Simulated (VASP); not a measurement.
Given:

```
CELL_PARAMETERS angstrom
     14.53269     0.00000     0.00000
      0.00000     1.62390     2.81251
      0.00000    -1.62390     2.81251
ATOMIC_POSITIONS crystal
  Mo 0.00000 0.55609 0.55609
  Mo 0.50000 0.33276 0.33276
  Se 0.61672 0.66620 0.66620
  Se 0.38328 0.66620 0.66620
  S  0.10609 0.22266 0.22266
  S  0.89391 0.22266 0.22266
```

All values below come from HSE06 screened hybrid, VASP's PBE PAW potentials (set 64) (plane waves; VASP). Settings: 400 eV cut-off, 1×6×6 Γ-centred mesh, Gaussian smearing of 0.050 eV, potentials Mo_sv Se S.

Without a dispersion term in the relaxation, distances and binding between the weakly bound layers, chains or molecules are unreliable, and so is what depends on them.

Q: Which forces act on the atoms, in eV/Å?

A: 
| atom | Fx | Fy | Fz |
|---|---|---|---|
| Mo1 | 0.000 | 0.000 | -0.008 |
| Mo2 | 0.000 | 0.000 | 0.009 |
| Se3 | -0.615 | 0.000 | -0.007 |
| Se4 | 0.615 | 0.000 | -0.007 |
| S5 | -0.504 | 0.000 | 0.007 |
| S6 | 0.504 | 0.000 | 0.007 |

Q: Give the stress tensor in GPa (positive for a compressed cell).

A: 
```
-4.51   0.00   0.00
 0.00  -4.03   0.00
 0.00   0.00  -4.06
```
The pressure is its mean diagonal, -4.20 GPa.

The structure comes from a computed database's MoSeS entry (Amm2); how it stands against other phases isn't given here. It was relaxed first, which changed the volume by -25 %. The k-mesh is coarse (spacing up to 0.43 per Å, 2π included), so the numbers may not be converged in it. The cell's shape comes from a PBE relaxation.
